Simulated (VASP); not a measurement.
Here is the system:

```xyz
2
Lattice="3.4974 0.0000 0.0000 0.0000 3.4974 0.0000 0.0000 0.0000 3.4974" Properties=species:S:1:pos:R:3 pbc="T T T"
Y      0.0000     0.0000     0.0000
Si     1.7487     1.7487     1.7487
```

Level of theory: PBEsol GGA, VASP's PBE PAW potentials (set 64) (plane waves; VASP 6.6.1). Numerical set-up: 400 eV cut-off, 12×12×12 Γ-centred mesh, tetrahedra with Blöchl corrections, potentials Y_sv Si.

Question: What does the run give for the energy per atom (σ→0), band gap (on the k-mesh) with the smallest direct gap where there is one?

Answer: 
```
Item                                                        Result
------------------------  ----------------------------------------
band gap (on the k-mesh)  none (metal, semimetal or under 0.01 eV)
energy per atom (σ→0)                               -6775 meV/atom
```

Total energies compare only between runs with the same potentials, cut-off and functional.

The structure was generated: YSi was put into the CsCl type (Pm-3m), which need not be its known phase. It was relaxed first. The electron count is odd and the run is not spin-polarised, which forces a metal.
